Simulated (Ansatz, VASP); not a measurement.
**ZrB2 in two plane-wave programs**

Aim: how closely do two programs agree when they are given the same cell, functional and k mesh? The cell is taken from a series of runs on this material, whose earlier steps may have relaxed, scaled, displaced or heated it; both programs get it as it stands.

Program: Ansatz 0.2.0. Level of theory: plane waves, with VASP 6.6.1 beside it; zone-centre phonons at PBEsol. Results are calculated unless marked as measured.

## 1. Set-up

The structure is hexagonal, space group P6/mmm (No. 191). Conventional cell: a = 3.161 Å, b = 3.161 Å, c = 3.472 Å, α = 90.00°, β = 90.00°, γ = 120.00°. Nearest to B lie 3 B at 1.83 Å and 6 Zr at 2.52 Å. Nearest to Zr lie 12 B at 2.52 Å. Farther neighbours are not listed.

## 2. Ansatz: zone-centre phonons, PBEsol

Ansatz runs on its PAW soft_1 files.

Second derivatives magnify differences that forces hide, and they need a tight electronic threshold.

Contents of input.yaml:

```yaml
crystal:
  lattice:
    - [3.1611788486, 0.0, 0.0]
    - [-1.5805894243, 2.7376611888, 0.0]
    - [0.0, 0.0, 3.4723613412]
  atoms:
    - { symbol: B, position: [0.3333333334, 0.6666666666, 0.5] }
    - { symbol: B, position: [0.6666666666, 0.3333333334, 0.5] }
    - { symbol: Zr, position: [0.0, 0.0, 0.0] }
kpoints:
  mp_grid: { grid: [15, 15, 12] }
hamiltonian:
  xc: pbesol
  pseudopotentials: { kind: paw, azcp: { folder: soft_1 }, xc_functional: pbe }
scf:
  occupations: { method: methfessel_paxton, width: 0.2 }
output:
  eigenvalues: true
phonons:
  method: dfpt
```

Started as:

```
$ ansatz run input.yaml --threads 4 --pin off --max-ram 10240MiB --backend cpu --events-out ev --progress --plain --runs-dir out
```

Numbers of over 12 decimals in the logs are rounded to 6 here.

The program printed:

```text
zone centre: on kpoints.mp_grid the ground state, and the responses unless they are solved on pairs of k-points, stand on 448 of the mesh's 2700 k-points, reduced under 4 symmetry operations, with k and −k counted as one. Each operation leaves every solved displacement unchanged or reverses it
Engine: ansatz 0.2.0, x86_64-unknown-linux-gnu
Pseudopotentials: kind: paw
Pseudopotential: B, paw, valence charge 3, recommended cutoff 420 eV (normal), soft_1/B.paw.azcp
Pseudopotential: Zr, paw, valence charge 12, recommended cutoff 420 eV (normal), soft_1/Zr.paw.azcp
Functional definition: PBEsol
  exchange = pbesol_x
  correlation = pbesol_c
Crystal: 3 atoms, lattice volume = 30.051 Å³
Basis set: ecut = 420 eV, 563 PW (Γ), exchange–correlation on 48×48×48 points (8 copies of the dense FFT grid, shifted against one another)
Bands: 13, of which v1, the nominal top of the filled ones, is band 9 counted from 1 (8 counted from 0)
Symmetry: 24 space group operations
k-points: 448 of 2700 (irreducible under 4 space group operations, time reversal used)
Non-local potential: B, projectors of the file, l = 0: 2, l = 1: 2, l = 2: 1
Non-local potential: Zr, projectors of the file, l = 0: 3, l = 1: 2, l = 2: 2, l = 3: 1
PAW form: soft (Blöchl's): semilocal exchange-correlation on the pseudo side does not see the compensation charge
PAW frozen core: B, regenerated for the run's functional, and the local potential with it (the file was generated under x = pbe(κ = 0.804, μ = 0.219515), c = pbe(β = 0.066725))
PAW frozen core: Zr, regenerated for the run's functional, and the local potential with it (the file was generated under x = pbe(κ = 0.804, μ = 0.219515), c = pbe(β = 0.066725))
PAW one-centre angular grid: B, 110 points (default); XC on 64 Gauss nodes
PAW one-centre angular grid: Zr, 590 points (default); XC on 64 Gauss nodes
Initial density: superposition of atomic densities (chi_scale 0.1, normalization cell, long waves kept (reshape's long-wave potential 0.00 eV rms))
Initial wavefunctions: pseudopotential atomic-orbital guess
Functional: x = pbesol(κ = 0.804, μ = 0.123457), c = pbesol(β = 0.046)
SCF iter   1: F=—  HF=-4437.725777 eV  |F-HF|=—  |Δ(HF+E_count)|=         —  Δρ=5.47e-2  dr2=1.64e0  ethr=3.10e-3  ⟨swp⟩=4.9  Hψ=28116  notcnv=0
preconditioner: auto → none  [metal: Δε(μ)=0.054 eV  Ē_g=17.091 eV  σ=0.200 eV  W_gap=0.23  n_scr=8 (ndim 8)  ℏωp=27.1 eV  f_vac=0.000  D(μ)=0.24/eV (n_scr^D=0)  sad-step TF]
SCF iter   2: F=—  HF=-4437.347691 eV  |F-HF|=—  |Δ(HF+E_count)|=   3.78e-1  S|Δr|=    0.00e0  Δρ=2.74e-2  dr2=3.75e-1  ethr=3.10e-3  ⟨swp⟩=2.1  Hψ=11306  notcnv=0
SCF iter   3: F=—  HF=-4437.238502 eV  |F-HF|=—  |Δ(HF+E_count)|=   1.09e-1  S|Δr|=    0.00e0  Δρ=2.18e-3  dr2=8.93e-4  ethr=2.08e-3  ⟨swp⟩=2.0  Hψ=9828  notcnv=0
SCF iter   4: F=—  HF=-4437.238981 eV  |F-HF|=—  |Δ(HF+E_count)|=   4.78e-4  S|Δr|=    0.00e0  Δρ=5.70e-4  dr2=1.44e-4  ethr=4.96e-6  ⟨swp⟩=2.5  Hψ=13106  notcnv=0
SCF iter   5: F=—  HF=-4437.238955 eV  |F-HF|=—  |Δ(HF+E_count)|=   2.56e-5  S|Δr|=    0.00e0  Δρ=7.07e-5  dr2=2.12e-6  ethr=8.02e-7  ⟨swp⟩=2.1  Hψ=8198  notcnv=0
SCF iter   6: F=—  HF=-4437.238955 eV  |F-HF|=—  |Δ(HF+E_count)|=   3.37e-7  S|Δr|=    0.00e0  Δρ=1.11e-5  dr2=2.18e-8  ethr=1.18e-8  ⟨swp⟩=2.0  Hψ=8481  notcnv=0
SCF iter   7: F=—  HF=-4437.238955 eV  |F-HF|=—  |Δ(HF+E_count)|=   6.78e-9  S|Δr|=    0.00e0  Δρ=2.75e-6  dr2=6.84e-10  ethr=1.21e-10  ⟨swp⟩=2.0  Hψ=9863  notcnv=0
SCF iter   8: F=-4437.238955 eV  HF=-4437.238955 eV  |F-HF|=9.09e-13  |Δ(HF+E_count)|=  1.53e-10  S|Δr|=    0.00e0  Δρ=2.68e-7  dr2=8.35e-12  ethr=1.00e-12  ⟨swp⟩=4.4  Hψ=27158  notcnv=0
SCF 1 converged in 8 iterations: F = -4437.238955 eV  dr2 = 8.35e-12
  greatest PAW one-centre occupation: 0.996 electrons in one spin orbital (limit 2), on the Zr atom at site 2 (counted from 0), in its partial waves of l = 0
DFPT response loops at Γ: preconditioner auto → Kerker (q_TF=auto, 2.505 Å⁻¹) (partly filled bands, converged f_vac=0.000); β = 1.00, the filter's whole step (`scf.mixing.beta` (0.50) is not read by the response loops under this deck's `scf.mixing.preconditioner`; to damp them name `kerker` or `kerker_dos`, under which they read `scf.mixing.beta`, and type it under 1.00, their step now; both keys bind the ground state too); Broyden in place of MSR1
SCF converged after 8 iterations
Stability not checked: this state was not tested for a lower state beside it, because cold or Methfessel-Paxton smearing, or corrected tetrahedra, fill the levels in a way that the test cannot read (fill_not_monotonic; see scf.lower_state_search)
Free energy (F): -4437.238955 eV
Harris-Foulkes:  -4437.238955 eV  (|F-HF|=9.09e-13)
Internal energy: -4437.239454 eV  (E = F + TS)
E sigma→0 (E₀):  -4437.239080 eV
Entropy (-TS):   0.000500 eV (0.167 meV/atom)
Fermi energy:    16.032461 eV
--- Per-component energies (eV) ---
  E_band       = -19.818481
  E_kinetic    = 419.938751
  E_local      = -517.545028  (includes V_loc(G=0)·N_el)
  E_nonlocal   = 91.124562
  E_hartree    = 175.636858
  E_xc         = -222.183536
  E_vxc        = -263.800247  (∫ρ·V_xc dr)
  E_paw        = -3060.036917  (= ΣΔE_a)
  E_vpaw       = -100.810185  (= ΣTr[D̂ρ^β])
  E_aug_tail   = -0.000009  (compensation charges beyond the density's cutoff)
  E_ewald      = -1324.369278
  E_core_change = 0.195143  (= ΣΔE_core)
  E_smearing   = 0.000500  (= −TS)
  E_closure    = 0.000000  (closes the sum)
  Σ components = -4437.238955   (vs F -4437.238955, Δ=0.00e0)
--- Band table (eV; the first three rows and the last of 448) ---
  k-point 0: bands = [... 5 lower, 13.2648, 13.2648, 13.4031, 13.8455, 19.5242, 19.5242, 20.4648, 20.4648]
  k-point 1: bands = [... 5 lower, 12.7065, 13.3334, 13.3334, 14.5105, 18.9078, 18.9078, 20.2302, 20.2302]
  k-point 2: bands = [... 5 lower, 11.7925, 13.5369, 13.5369, 15.3568, 18.0090, 18.0090, 19.6138, 19.6138]
  k-point 447: bands = [... 5 lower, 9.0147, 11.3968, 12.4071, 13.4077, 19.7144, 20.8114, 21.0949, 22.3045]
--- Phonons (Γ-DFPT): 4 representative perturbations + reference, on 448 of 2700 k-points (Σ response iterations 12) ---
  k mesh reduced under 4 symmetry operations, with k and −k counted as one. Each operation leaves every solved displacement unchanged or reverses it
  ASR residual: 2.381e-4 → 0.000e0 eV/Å²; symmetrization residual: 3.444e-7 eV/Å²
  ASR residual per site (eV/Å²): 2.98e-5 2.98e-5 2.38e-4
  Γ frequencies (cm⁻¹): 0.00 0.00 0.00 468.74 468.74 491.32 574.35 779.71 779.71
  non-analytic LO–TO correction: not included (Born effective charges unavailable; polar crystals: no LO–TO splitting at Γ)
```

In the SCF lines HF is the Harris–Foulkes energy and dr2 the Hartree energy of the density residual, in eV; the loop may stop once dr2 is under the threshold and the program's other checks hold. Hψ counts applications of the Hamiltonian.

(Part 1 of 2 ends here.)

[Lines on the potential files, build, host, timing and source positions are cut from VASP's logs without a mark.]

[Logs are printed without paths, hosts, clocks, repeated set-up lines and the standing remarks that a program may print on its own settings, such as how far it seeks lower states.]

[Hosts, paths, dates, database ids (printed as entryN), source tags and the programs' standing remarks are cut or masked in the printed files.]
